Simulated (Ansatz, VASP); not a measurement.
## Cross-check of Al5Ga11As16 (Al0.3Ga0.7As, zinc blende alloy) between VASP and Ansatz

One calculation is typed for both programs; each brings its own data sets. How far apart do they land? The cell is invented: As first built, before any earlier steps moved the atoms (in the runner's words): 1x2x2 conventional cells of the GaAs type (32 atoms: 5 Al, 11 Ga, 16 As); Ga/Al share their sites, one random draw; start lattice by linear mixing of the end members' cells; atoms moved at random by 0.02 A. It may not be a known or stable phase. Of the first pair: The structure shown is the start of the Ansatz relaxation below; VASP solves that cell, so the two are compared at the walk's first step.

Calculated with Ansatz 0.2.0; plane waves, with VASP 6.6.1 beside it; single point at PBE.

## 1. Starting point

The cell holds 32 atoms: 5 Al, 11 Ga and 16 As. Cell: a = 5.656 Å, b = 11.312 Å, c = 11.312 Å, α = 90.0°, β = 90.0°, γ = 90.0°. It derives from GaAs (GaAs type, space group 216), repeated 1×2×2. As first built, before any earlier steps moved the atoms (in the runner's words): 1x2x2 conventional cells of the GaAs type (32 atoms: 5 Al, 11 Ga, 16 As); Ga/Al share their sites, one random draw; start lattice by linear mixing of the end members' cells; atoms moved at random by 0.02 A.

## 2. Ansatz: relaxation, PBE

Ansatz runs on its default PAW (the set named soft_2) files.

The two programs are compared at the cell with which this relaxation starts, whose forces are those of its first step.

Contents of input.yaml:

```yaml
crystal:
  lattice:
    - [5.65583, 0.0, 0.0]
    - [0.0, 11.31166, 0.0]
    - [0.0, 0.0, 11.31166]
  atoms:
    - { symbol: Al, position: [0.00126, 0.25019, 0.74835] }
    - { symbol: Al, position: [0.9999, 0.75123, 0.24762] }
    - { symbol: Al, position: [0.49838, 0.49664, 0.24772] }
    - { symbol: Al, position: [0.99349, 0.49958, 0.49776] }
    - { symbol: Al, position: [0.50096, 0.75028, 0.49967] }
    - { symbol: Ga, position: [0.9911, 0.99905, 0.99991] }
    - { symbol: Ga, position: [0.0004, 0.24729, 0.24916] }
    - { symbol: Ga, position: [0.49654, 0.99857, 0.25188] }
    - { symbol: Ga, position: [0.49714, 0.24994, 0.00156] }
    - { symbol: Ga, position: [0.99794, 0.9998, 0.5002] }
    - { symbol: Ga, position: [0.50023, 0.99783, 0.75013] }
    - { symbol: Ga, position: [0.50481, 0.24726, 0.50152] }
    - { symbol: Ga, position: [0.00042, 0.49887, 0.00354] }
    - { symbol: Ga, position: [0.5027, 0.74788, 0.00013] }
    - { symbol: Ga, position: [0.00204, 0.74967, 0.75121] }
    - { symbol: Ga, position: [0.49976, 0.50118, 0.75254] }
    - { symbol: As, position: [0.24761, 0.12536, 0.37418] }
    - { symbol: As, position: [0.25045, 0.3729, 0.12398] }
    - { symbol: As, position: [0.74931, 0.12659, 0.12702] }
    - { symbol: As, position: [0.74532, 0.3736, 0.37614] }
    - { symbol: As, position: [0.24295, 0.12418, 0.87483] }
    - { symbol: As, position: [0.25445, 0.37622, 0.62442] }
    - { symbol: As, position: [0.7487, 0.12456, 0.62769] }
    - { symbol: As, position: [0.74849, 0.37446, 0.87562] }
    - { symbol: As, position: [0.24957, 0.62465, 0.37303] }
    - { symbol: As, position: [0.24996, 0.87422, 0.12706] }
    - { symbol: As, position: [0.75231, 0.62496, 0.12618] }
    - { symbol: As, position: [0.7488, 0.87686, 0.37499] }
    - { symbol: As, position: [0.25206, 0.62272, 0.87561] }
    - { symbol: As, position: [0.24403, 0.8714, 0.62446] }
    - { symbol: As, position: [0.74682, 0.62529, 0.62897] }
    - { symbol: As, position: [0.74706, 0.8739, 0.87536] }
kpoints:
  mp_grid: { grid: [3, 2, 2], shift: [0.0, 0.5, 0.5] }
hamiltonian:
  xc: pbe
scf:
  occupations: { method: fixed }
output:
  forces: true
  stress: true
relax:
  f_tol: 0.02
  max_steps: 45
  cell: { stress_tol: 0.1 }
```

The run is started by

```sh
ansatz run input.yaml --threads 8 --pin off --max-ram 15360MiB --backend cpu --events-out ev --progress --plain --runs-dir out
```

Numbers of over 12 decimals in the logs are rounded to 6 here.

The program printed:

```text
The last accepted step is kept in <dir> (removed where the run ends without a failure and the disk answers)
Engine: ansatz 0.2.0, aarch64-unknown-linux-gnu
Pseudopotentials: kind: paw
Pseudopotential: Al, paw, valence charge 3, recommended cutoff 420 eV (normal), Al.paw.azcp
Pseudopotential: Ga, paw, valence charge 13, recommended cutoff 420 eV (normal), Ga.paw.azcp
Pseudopotential: As, paw, valence charge 15, recommended cutoff 420 eV (normal), As.paw.azcp
Functional definition: PBE
  parameter kappa = 0.804
  parameter beta = 0.066725
  exchange = pbe_x(kappa = kappa, mu = beta*pi^2/3)
  correlation = pbe_c(beta = beta)
Crystal: 32 atoms, lattice volume = 723.684 Å³
Basis set: ecut = 420 eV, 14199 PW (Γ), exchange–correlation on 80×160×160 points (8 copies of the dense FFT grid, shifted against one another)
Bands: 239, of which v1, the nominal top of the filled ones, is band 199 counted from 1 (198 counted from 0)
Symmetry: 1 space group operations
Space group: P1 (ITA 1), of the structure as read, at distance tolerance 9.0e-5 Å
k-points: 6 of 12 (time reversal used)
Non-local potential: Al, projectors of the file, l = 0: 2, l = 1: 2, l = 2: 1
Non-local potential: Ga, projectors of the file, l = 0: 2, l = 1: 2, l = 2: 3, l = 3: 1
Non-local potential: As, projectors of the file, l = 0: 2, l = 1: 2, l = 2: 3, l = 3: 1
PAW form: soft (Blöchl's): semilocal exchange-correlation on the pseudo side does not see the compensation charge
PAW one-centre angular grid: Al, 110 points (default); XC on 64 Gauss nodes
PAW one-centre angular grid: Ga, 590 points (default); XC on 64 Gauss nodes
PAW one-centre angular grid: As, 590 points (default); XC on 64 Gauss nodes
Initial density: superposition of atomic densities (neutral atoms: chi_scale 0, normalization atom), corrected by the library's trained network
Initial wavefunctions: pseudopotential atomic-orbital guess
Functional: x = pbe(κ = 0.804, μ = 0.219515), c = pbe(β = 0.066725)
SCF iter   1: F=—  HF=-122011.022037 eV  |F-HF|=—  |Δ(HF+E_count)|=         —  Δρ=1.66e-3  dr2=3.84e-2  ethr=1.77e-3  ⟨swp⟩=4.7  Hψ=4270  notcnv=0  defer=192
preconditioner: auto → Resta (q_TF=auto, 2.470 Å⁻¹)  ε∞=3.6  [insulator: Δε(μ)=1.506 eV  Ē_g=13.311 eV  n_scr=168 (ndim 8)  ℏωp=21.3 eV  f_vac=0.055  ε∞_Penn≈3.6]
SCF iter   2: F=—  HF=-122011.000576 eV  |F-HF|=—  |Δ(HF+E_count)|=   2.15e-2  Δρ=9.18e-4  dr2=9.82e-3  ethr=9.64e-6  ⟨swp⟩=2.0  Hψ=2322  notcnv=0  defer=228
SCF iter   3: F=—  HF=-122011.000224 eV  |F-HF|=—  |Δ(HF+E_count)|=   3.53e-4  Δρ=5.19e-4  dr2=1.89e-3  ethr=2.47e-6  ⟨swp⟩=2.0  Hψ=1972  notcnv=0  defer=228
SCF iter   4: F=—  HF=-122010.999310 eV  |F-HF|=—  |Δ(HF+E_count)|=   9.14e-4  Δρ=1.81e-4  dr2=3.06e-4  ethr=4.74e-7  ⟨swp⟩=2.0  Hψ=1972  notcnv=0  defer=228
SCF iter   5: F=—  HF=-122010.999537 eV  |F-HF|=—  |Δ(HF+E_count)|=   2.27e-4  Δρ=6.35e-5  dr2=3.00e-5  ethr=7.69e-8  ⟨swp⟩=2.0  Hψ=2398  notcnv=0  defer=188
SCF iter   6: F=—  HF=-122010.999512 eV  |F-HF|=—  |Δ(HF+E_count)|=   2.47e-5  Δρ=1.87e-5  dr2=4.49e-6  ethr=7.54e-9  ⟨swp⟩=2.0  Hψ=2440  notcnv=0  defer=188
SCF iter   7: F=—  HF=-122010.999511 eV  |F-HF|=—  |Δ(HF+E_count)|=   1.76e-6  Δρ=7.54e-6  dr2=3.00e-7  ethr=1.13e-9  ⟨swp⟩=2.0  Hψ=2440  notcnv=0  defer=188
SCF iter   8: F=-122010.999512 eV  HF=-122010.999512 eV  |F-HF|=4.15e-8  |Δ(HF+E_count)|=   1.05e-6  Δρ=1.78e-6  dr2=2.52e-8  ethr=2.51e-11  ⟨swp⟩=4.0  Hψ=5040  notcnv=0
SCF 1 converged in 8 iterations: F = -122010.999512 eV  dr2 = 2.52e-8
  greatest PAW one-centre occupation: 0.999 electrons in one spin orbital (limit 2), on the As atom at site 16 (counted from 0), in its partial waves of l = 2
relax step   1: F+E_penalty+E_count = -122010.99951172 eV  Δ(F+E_penalty+E_count) = +0.000e0 eV  max|allowed force component| = 4.913e-1 eV/Å  Δτ_max = 0.0000 Å  P = +3.140 GPa  Ω = 723.684 Å³  (8 SCF iters, dr2 threshold 1.00e-7 eV, accepted)
[...]
relax step   3: F+E_penalty+E_count = -122011.43034565 eV  Δ(F+E_penalty+E_count) = -1.105e-2 eV  max|allowed force component| = 6.995e-3 eV/Å  Δτ_max = 0.0207 Å  P = -0.015 GPa  Ω = 756.792 Å³  energy of the carried Pulay correction = -6.599e-3 eV  (6 SCF iters, dr2 threshold 5.88e-7 eV, accepted)
[...]
relax step   4: F+E_penalty+E_count = -122011.43708570 eV  Δ(F+E_penalty+E_count) = -6.740e-3 eV  max|allowed force component| = 6.989e-3 eV/Å  Δτ_max = 0.0000 Å  P = -0.011 GPa  Ω = 756.792 Å³  stress off target by 3.13e-2 GPa  SCF on the basis re-selected at this cell (its energy is not comparable with the rows above)  (7 SCF iters)
basis re-selected at this cell: Δ(F+E_penalty+E_count) = -6.740e-3 eV, ΔP = +0.005 GPa vs the last step (what re-selecting the basis moved, of the pressure what is left beyond the Pulay correction that the steps carried, after the strain that the cell walked since its last selection, with what the two solves' SCF thresholds leave and, on support functions, any second-order correction that the steps lacked; it is no m [...]
SCF converged after 7 iterations
Free energy (F): -122011.437086 eV
Harris-Foulkes:  -122011.437086 eV  (|F-HF|=2.60e-9)
Internal energy: -122011.437086 eV  (E = F + TS)
E sigma→0 (E₀):  -122011.437086 eV
Fermi energy:    7.005146 eV
--- Per-component energies (eV) ---
  E_band       = -5005.420734
  E_kinetic    = 3028.716202
  E_local      = -57698.151841  (includes V_loc(G=0)·N_el)
  E_nonlocal   = -6002.546605
  E_hartree    = 29275.527824
  E_xc         = -2218.894724
  E_vxc        = -2041.523669  (∫ρ·V_xc dr)
  E_paw        = -53585.165333  (= ΣΔE_a)
  E_vpaw       = -842.970767  (= ΣTr[D̂ρ^β])
  E_aug_tail   = -0.001190  (compensation charges beyond the density's cutoff)
  E_ewald      = -34810.921418
  E_smearing   = -0.000000  (= −TS)
  E_closure    = -0.000000  (closes the sum)
  Σ components = -122011.437086   (vs F -122011.437086, Δ=0.00e0)
--- Forces (eV/Å), atoms counted from 1 ---
  atom   1  Al     0.00077051     0.00053724    -0.00091166
  atom   2  Al    -0.00698933    -0.00159169     0.00391564
  atom   3  Al     0.00316484     0.00438387     0.00142505
  atom   4  Al    -0.00332713     0.00485739    -0.00484286
  atom   5  Al     0.00236079    -0.00287246    -0.00190987
  atom   6  Ga     0.00044913    -0.00144693     0.00217211
  atom   7  Ga    -0.00111680     0.00508806     0.00255392
  atom   8  Ga     0.00250598     0.00167813    -0.00108840
  atom   9  Ga    -0.00368389    -0.00161159    -0.00065250
  atom  10  Ga     0.00515875    -0.00231743     0.00089937
  atom  11  Ga    -0.00243942    -0.00187876    -0.00235073
  atom  12  Ga     0.00141107     0.00028195    -0.00249926
  atom  13  Ga     0.00370305     0.00240443     0.00277752
  atom  14  Ga    -0.00030330     0.00195442     0.00242107
  atom  15  Ga    -0.00274271    -0.00029255     0.00016610
  atom  16  Ga     0.00026610     0.00152757    -0.00329416
  atom  17  As    -0.00376413     0.00020611    -0.00269949
  atom  18  As    -0.00260008    -0.00387949    -0.00331387
  atom  19  As     0.00427383    -0.00069941    -0.00106806
  atom  20  As     0.00292381     0.00122705    -0.00012549
  atom  21  As     0.00092846     0.00104222    -0.00027117
  atom  22  As    -0.00118659    -0.00286692     0.00453946
  atom  23  As    -0.00335055     0.00056567     0.00217955
  atom  24  As     0.00088670    -0.00480656    -0.00088090
  atom  25  As     0.00254996    -0.00149108     0.00319885
  atom  26  As     0.00316797     0.00238858     0.00009569
  atom  27  As     0.00074167    -0.00029387     0.00009051
  atom  28  As    -0.00193961    -0.00221083    -0.00312461
  atom  29  As     0.00010111    -0.00110166     0.00004648
  atom  30  As    -0.00370361     0.00231087     0.00504806
  atom  31  As    -0.00049327    -0.00079551    -0.00273317
  atom  32  As     0.00227575    -0.00029836     0.00023752
  max |Σ_I F_I| component: 1.52e-6 eV/Å
--- Stress (GPa, compression-positive) ---
       -0.012070      -0.014563      -0.017898
       -0.014563      -0.008014       0.007928
       -0.017898       0.007928      -0.011934
  P = ⅓ Tr σ = -0.0107 GPa (-0.107 kbar)
--- Relaxed structure (3 steps of the walk, 3 accepted, 1 SCFs on fresh bases) ---
  F+E_penalty+E_count = -122011.43708570 eV   max|allowed force component| = 6.989e-3 eV/Å   (the final SCF, on the basis selected at the relaxed cell)
  cell:  # Å, volume = 756.7917 Å³
    - [5.740635, 0.000801979, 0.00110616]
    - [0.00160396, 11.481363, -0.00111371]
    - [0.00221231, -0.00111371, 11.482144]
  atoms:
    - { symbol: Al, position: [-0.000580089, 0.249481, 0.750274] }
    - { symbol: Al, position: [0.999206, 0.749076, 0.250469] }
    - { symbol: Al, position: [0.498688, 0.499374, 0.250639] }
    - { symbol: Al, position: [0.999356, 0.499293, 0.500335] }
    - { symbol: Al, position: [0.498853, 0.749038, 0.500169] }
    - { symbol: Ga, position: [0.999164, 0.999280, 1.000376] }
    - { symbol: Ga, position: [-0.00119154, 0.249236, 0.250401] }
    - { symbol: Ga, position: [0.498844, 0.999048, 0.250457] }
    - { symbol: Ga, position: [0.498727, 0.249444, 0.000481778] }
    - { symbol: Ga, position: [0.998416, 0.999239, 0.500376] }
    - { symbol: Ga, position: [0.498730, 0.999311, 0.750312] }
    - { symbol: Ga, position: [0.499150, 0.249345, 0.500412] }
    - { symbol: Ga, position: [-0.00163546, 0.499258, 0.000466331] }
    - { symbol: Ga, position: [0.499079, 0.749184, 0.000380377] }
    - { symbol: Ga, position: [-0.00100423, 0.749325, 0.750162] }
    - { symbol: Ga, position: [0.499069, 0.499378, 0.750368] }
    - { symbol: As, position: [0.248952, 0.124290, 0.375479] }
    - { symbol: As, position: [0.249499, 0.374740, 0.125874] }
    - { symbol: As, position: [0.748660, 0.124279, 0.125539] }
    - { symbol: As, position: [0.748936, 0.375004, 0.375428] }
    - { symbol: As, position: [0.248250, 0.124681, 0.875112] }
    - { symbol: As, position: [0.247659, 0.374456, 0.625290] }
    - { symbol: As, position: [0.749689, 0.124703, 0.625693] }
    - { symbol: As, position: [0.749494, 0.374093, 0.875041] }
    - { symbol: As, position: [0.248693, 0.624271, 0.375403] }
    - { symbol: As, position: [0.248017, 0.873845, 0.125699] }
    - { symbol: As, position: [0.748793, 0.624265, 0.126217] }
    - { symbol: As, position: [0.749060, 0.873481, 0.375400] }
    - { symbol: As, position: [0.248694, 0.624303, 0.875377] }
    - { symbol: As, position: [0.249805, 0.873930, 0.624867] }
    - { symbol: As, position: [0.748992, 0.624281, 0.624653] }
    - { symbol: As, position: [0.748896, 0.874196, 0.875291] }
```

In the SCF lines HF is the Harris–Foulkes energy and dr2 the Hartree energy of the density residual, in eV; the loop may stop once dr2 is under the threshold and the program's other checks hold. Hψ counts applications of the Hamiltonian.

## 3. VASP: single point, PBE, start cell, pair 1

The same cell, functional and mesh now go to VASP, with its own data sets.

Lines of VASP's logs that name or quote its potential files are left out, and so is its time.

Contents of INCAR:

```
SYSTEM = Al5Ga11As16
PREC = Accurate
ENCUT = 400
EDIFF = 1E-06
NELM = 120
ISMEAR = 0
SIGMA = 0.01
LREAL = Auto
ALGO = Normal
GGA = PE
NBANDS = 144
LORBIT = 11
LWAVE = .FALSE.
LCHARG = .FALSE.
ISIF = 2
ISYM = 0
LASPH = .TRUE.
GGA_COMPAT = .FALSE.
EFERMI = MIDGAP
KPAR = 4
```

Contents of POSCAR:

```
Al5Ga11As16
1.0
    5.6558300000      0.0000000000      0.0000000000
    0.0000000000     11.3116600000      0.0000000000
    0.0000000000      0.0000000000     11.3116600000
Al Ga As
5 11 16
Direct
    0.0012553418      0.2501931635      0.7483517008
    0.9999062914      0.7512336828      0.2476205968
    0.4983883886      0.4966379824      0.2477178416
    0.9934881353      0.4995818474      0.4977607177
    0.5009521149      0.7502789157      0.4996702518
    0.9911012177      0.9990487691      0.9999062914
    0.0004066600      0.2472935007      0.2491588326
    0.4965318972      0.9985713856      0.2518816867
    0.4971330468      0.2499367909      0.0015559166
    0.9979437147      0.9998002062      0.5002006779
    0.5002271992      0.9978287891      0.7501286283
    0.5048065448      0.2472581389      0.5015179028
    0.0004243409      0.4988657721      0.0035361742
    0.5027025211      0.7478831577      0.0001326065
    0.0020333002      0.7496689257      0.7512071615
    0.4997674965      0.5011819662      0.7525420672
    0.2476029159      0.1253573746      0.3741802706
    0.2504495361      0.3728984075      0.1239782667
    0.7493153083      0.1265861951      0.1270193765
    0.7453194315      0.3735968019      0.3761428473
    0.2429528469      0.1241815967      0.8748318107
    0.2544454130      0.3762224112      0.6244176363
    0.7486964778      0.1245617354      0.6276885974
    0.7484843073      0.3744631646      0.8756186095
    0.2495654926      0.6246474876      0.3730310140
    0.2499544718      0.8742218207      0.1270635786
    0.7523033755      0.6249569029      0.1261795351
    0.7488025630      0.8768562704      0.3749935907
    0.2520584954      0.6227202727      0.8756097690
    0.2440313800      0.8714017218      0.6244618385
    0.7468223055      0.6252928394      0.6289704606
    0.7470521568      0.8739035650      0.8753622368
```

Contents of KPOINTS:

```
Points of the shifted mesh
12
Reciprocal
 0.0000000000  0.2500000000  0.2500000000 1
 0.0000000000  0.2500000000  0.7500000000 1
 0.0000000000  0.7500000000  0.2500000000 1
 0.0000000000  0.7500000000  0.7500000000 1
 0.3333333333  0.2500000000  0.2500000000 1
 0.3333333333  0.2500000000  0.7500000000 1
 0.3333333333  0.7500000000  0.2500000000 1
 0.3333333333  0.7500000000  0.7500000000 1
 0.6666666667  0.2500000000  0.2500000000 1
 0.6666666667  0.2500000000  0.7500000000 1
 0.6666666667  0.7500000000  0.2500000000 1
 0.6666666667  0.7500000000  0.7500000000 1
```

Potentials, in the order of the species: Al, Ga_d and As (PBE family, release 64).

The run is started by

```sh
mpirun -np 4 vasp_std
```

The program printed:

```text
[banner, memory and clock lines left out]
running    4 mpi-ranks, on    1 nodes
[...]
LDA part: xc-table for (Slater+PW92), standard interpolation
 POSCAR, INCAR and KPOINTS ok, starting setup
[...]
entering main loop
       N       E                     dE             d eps       ncg     rms          rms(c)
DAV:   1     0.232350301064E+04    0.23235E+04   -0.81139E+04  3568   0.176E+03
DAV:   2     0.319820393946E+03   -0.20037E+04   -0.19409E+04  3912   0.501E+02
DAV:   3    -0.931660631319E+02   -0.41299E+03   -0.37972E+03  4168   0.177E+02
DAV:   4    -0.138278444076E+03   -0.45112E+02   -0.44401E+02  4456   0.559E+01
[...]
DAV:  15    -0.137401833234E+03   -0.16507E-05   -0.27359E-05  4600   0.743E-02    0.296E-03
DAV:  16    -0.137401834512E+03   -0.12781E-05   -0.15989E-05  3832   0.272E-02    0.260E-03
DAV:  17    -0.137401834839E+03   -0.32607E-06   -0.22679E-06  2744   0.901E-03
   1 F= -.13740183E+03 E0= -.13740183E+03  d E =0.000000E+00
```

Parts of OUTCAR (step 3):

```text
  Total       14.5664931     14.6486957     14.5886296      0.6524963     -0.3921180      0.5771820
  in kB       32.2490225     32.4310125     32.2980309      1.4445733     -0.8681171      1.2778336
  external PRESSURE =      32.3260220 kB  Pullay stress =       0.0000000 kB

 POSITION                                       TOTAL-FORCE (eV/Angst)
 -----------------------------------------------------------------------------------
      0.00710      2.83010      8.46510         0.039171      0.233231      0.109305
      5.65530      8.49770      2.80100        -0.037643     -0.071727      0.419564
      2.81880      5.61780      2.80210         0.023862      0.230168      0.204221
      5.61900      5.65110      5.63050         0.252075      0.142929      0.307412
      2.83330      8.48690      5.65210        -0.053334     -0.174430      0.004211
      5.60550     11.30090     11.31060         0.295610      0.047219      0.179845
      0.00230      2.79730      2.81840        -0.053160      0.400744      0.197732
      2.80830     11.29550      2.84920         0.074281      0.256965     -0.146071
      2.81170      2.82720      0.01760         0.084628     -0.231087     -0.349605
      5.64420     11.30940      5.65810         0.042547      0.121094      0.078689
      2.82920     11.28710      8.48520        -0.392789      0.036754      0.003832
      2.85510      2.79690      5.67300        -0.342691      0.068148     -0.044176
      0.00240      5.64300      0.04000        -0.071946      0.012200     -0.364095
      2.84320      8.45980      0.00150        -0.212482      0.067991      0.065816
[...]
-----------------------------------------------------------------------------------
    total drift:                                0.003535     -0.010317      0.011286

  FREE ENERGIE OF THE ION-ELECTRON SYSTEM (eV)
  ---------------------------------------------------
  free  energy   TOTEN  =      -137.4018348386 eV

  energy  without entropy=     -137.4018348386  energy(sigma->0) =     -137.40183484

[... 3 further parts left out ...]
[key lines of the parts left out:]
E-fermi :   4.6341
```

The run ends at a pressure of 3.23 GPa, with forces up to 0.50 eV/Å.

(Part 1 of 2 ends here.)

[Lines on the potential files, build, host, timing and source positions are cut from VASP's logs without a mark.]

[Logs are printed without paths, hosts, clocks, repeated set-up lines and the standing remarks that a program may print on its own settings, such as how far it seeks lower states.]

[Hosts, paths, dates, database ids (printed as entryN), source tags and the programs' standing remarks are cut or masked in the printed files.]
